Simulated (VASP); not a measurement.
The input files of a VASP run:

File KPOINTS:
```
Automatic mesh
0
Gamma
5 5 5
0 0 0
```

### POSCAR
```
Ge(SbTe2)2
1
    2.1147180000     1.2209330000    13.7679500000
   -2.1147180000     1.2209330000    13.7679500000
    0.0000000000    -2.4418660000    13.7679500000
Ge Sb Te
1 2 4
Direct
  0.0000000000   0.0000000000   0.0000000000
  0.4273000000   0.4273000000   0.4273000000
  0.5727000000   0.5727000000   0.5727000000
  0.1327000000   0.1327000000   0.1327000000
  0.8673000000   0.8673000000   0.8673000000
  0.2898000000   0.2898000000   0.2898000000
  0.7102000000   0.7102000000   0.7102000000
```

**INCAR**
```
ALGO = Normal
EDIFF = 1E-6
ENCUT = 450
GGA = PE
ISIF = 2
ISMEAR = -1
LASPH = T
LCHARG = F
LMAXMIX = 4
LREAL = F
LWAVE = F
NELM = 100
PREC = Accurate
SIGMA = 0.1
SYSTEM = Ge(SbTe2)2
```

POTCAR, in this order: Ge_d Sb Te (PBE.64 set). Program: vasp_std.

Q: Write an equivalent input for Quantum ESPRESSO's pw.x.

A: One equivalent input (not run):
```
&CONTROL
  calculation = 'scf'
  pseudo_dir = './pseudo'
  outdir = './out'
  tprnfor = .true.
  tstress = .true.
/
&SYSTEM
  ibrav = 0
  nat = 7
  ntyp = 3
  ecutwfc = 82.3
  occupations = 'smearing'
  smearing = 'fermi-dirac'
  degauss = 0.00735
  input_dft = 'pbe'
/
&ELECTRONS
  conv_thr = 7.3e-08
  electron_maxstep = 100
/
ATOMIC_SPECIES
  Ge 72.630 Ge.upf
  Sb 121.760 Sb.upf
  Te 127.600 Te.upf
CELL_PARAMETERS angstrom
     2.1147180    1.2209330   13.7679500
    -2.1147180    1.2209330   13.7679500
     0.0000000   -2.4418660   13.7679500
ATOMIC_POSITIONS crystal
  Ge   0.0000000  0.0000000  0.0000000
  Sb   0.4273000  0.4273000  0.4273000
  Sb   0.5727000  0.5727000  0.5727000
  Te   0.1327000  0.1327000  0.1327000
  Te   0.8673000  0.8673000  0.8673000
  Te   0.2898000  0.2898000  0.2898000
  Te   0.7102000  0.7102000  0.7102000
K_POINTS automatic
  5 5 5 0 0 0
```
What does not carry over: the potentials are each code's own (VASP's PAW set, PseudoDojo norm-conserving files in pw.x), so ENCUT and ecutwfc are chosen apart and not converted; conv_thr bounds pw.x's estimated SCF error, while EDIFF bounds the energy change between steps.

The structure was generated: GeSb2Te4 was put into an ordered model structure, which need not be its known phase. The cell was not relaxed at this level. The run is one of a series of settings (ENCUT = 450 against the base run), some of them coarse on purpose.
